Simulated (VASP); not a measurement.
An input for Ansatz (written as the equivalent of a VASP run, and not itself run):

Ansatz 0.2 input:
```yaml
crystal:
  lattice:
    - [3.5700000, 0.0000000, 0.0000000]
    - [0.0000000, 3.5700000, 0.0000000]
    - [0.0000000, 0.0000000, 3.5700000]
  atoms:
    - { symbol: Al, position: [0.0000000, 0.0000000, 0.0000000] }
    - { symbol: Ni, position: [0.0000000, 0.5000000, 0.5000000], spin: 0.5 }
    - { symbol: Ni, position: [0.5000000, 0.0000000, 0.5000000], spin: 0.5 }
    - { symbol: Ni, position: [0.5000000, 0.5000000, 0.0000000], spin: 0.5 }
kpoints:
  mp_grid: { grid: [7, 7, 7] }
hamiltonian:
  xc: pbe
  pseudopotentials: { kind: paw }
magnetization: { spin_polarized: true }
scf:
  occupations: { method: methfessel_paxton, width: 0.1 }
  max_iter: 100
output: { forces: true, stress: true, eigenvalues: true }
```

Question: Write the VASP files for the same calculation (PBE).

Answer: Several could match; the one computed here: 
POSCAR:
```
Ni3Al
1
    3.5700000000     0.0000000000     0.0000000000
    0.0000000000     3.5700000000     0.0000000000
    0.0000000000     0.0000000000     3.5700000000
Al Ni
1 3
Direct
  0.0000000000   0.0000000000   0.0000000000
  0.0000000000   0.5000000000   0.5000000000
  0.5000000000   0.0000000000   0.5000000000
  0.5000000000   0.5000000000   0.0000000000
```

### INCAR
```
SYSTEM = Ni3Al
PREC = Accurate
ENCUT = 400
EDIFF = 1E-6
NELM = 100
ALGO = Normal
LREAL = .FALSE.
LASPH = .TRUE.
ISMEAR = 1
SIGMA = 0.1
GGA = PE
LMAXMIX = 4
ISPIN = 2
MAGMOM = 0.0 0.5 0.5 0.5
LORBIT = 10
LWAVE = .FALSE.
LCHARG = .FALSE.
ISIF = 2
```

**KPOINTS**
```
K-points
0
gamma
 7 7 7
```

POTCAR, in this order: Al Ni (PBE.64 set). Program: vasp_std.

The two are equivalent in intent, not identical: each code has its own PAW files, so the cut-off isn't converted (ENCUT is set for VASP's; basis.ecutwfc is left out, and Ansatz then takes the one that its files recommend); Ansatz stops its SCF on the density residual and VASP on the energy change (EDIFF).

The compound is Ni3Al in the L1_2 structure. The cell was not relaxed at this level.
